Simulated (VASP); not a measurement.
Crystal: Sn2H3Br.

```xyz
6
Lattice="4.2000 0.0000 0.0000 0.0000 4.2000 0.0000 0.0000 0.0000 6.1000" Properties=species:S:1:pos:R:3 pbc="T T T"
Sn    0.0000    2.1000    1.5250
Sn    2.1000    0.0000    4.5750
H     2.1000    2.1000    3.0500
H     0.0000    0.0000    3.0500
H     0.0000    0.0000    0.0000
Br    2.1000    2.1000    0.0000
```

The cell was built by a generator and needn't be a form met in nature.

| Property | Result |
| --- | --- |
| Program | VASP 6.6.1 |
| Task | relaxation of cell and atoms |
| Functional | PBE |
| Potentials or basis | VASP PAW PBE potentials, release 64 (Sn_d, H, Br) |
| Cutoff | 520 eV |
| k mesh | 3 × 3 × 3 |
| Occupations | gaussian, width 0.15 eV |
| Spin | no spin polarisation |

At the start: pressure 8.2 GPa; volume 17.93 Å³/atom.

How do energy, volume and symmetry change on relaxing?

Over 10 steps the energy falls by 193.5 meV/atom and the volume is 19.19 Å³/atom (+7.0 %); space group P-4m2 (No. 115, to 0.05 Å).

The path:
```
step  energy change (eV)  largest force (eV/Å)  pressure (GPa)  volume (Å³)
   1              0.0000                3.3209            8.24       107.60
   2             -0.9769                0.9976           -0.67       122.62
   3             -1.0088                0.6461           -1.93       125.97
   4             -1.0911                0.4570           -1.07       122.09
   5             -1.1482                0.1788           -0.67       117.16
   6             -1.1090                0.3186            1.80       107.69
   7             -1.1588                0.1352            0.94       114.08
   8             -1.1576                0.2082            0.28       114.83
   9             -1.1584                0.1213            0.28       114.44
  10             -1.1610                0.0120            0.07       115.13
```

Final structure:
```
CELL_PARAMETERS angstrom
4.29167 0.00000 0.00000
0.00000 4.29167 0.00000
0.00000 0.00000 6.25093
ATOMIC_POSITIONS crystal
Sn 0.00000 0.50000 0.30246
Sn 0.50000 0.00000 0.69754
H 0.50000 0.50000 0.50000
H 0.00000 0.00000 0.50000
H 0.00000 0.00000 0.00000
Br 0.50000 0.50000 0.00000
```

Caveat: the k mesh is coarse (spacing up to 0.50 Å⁻¹), so the values aren't converged.
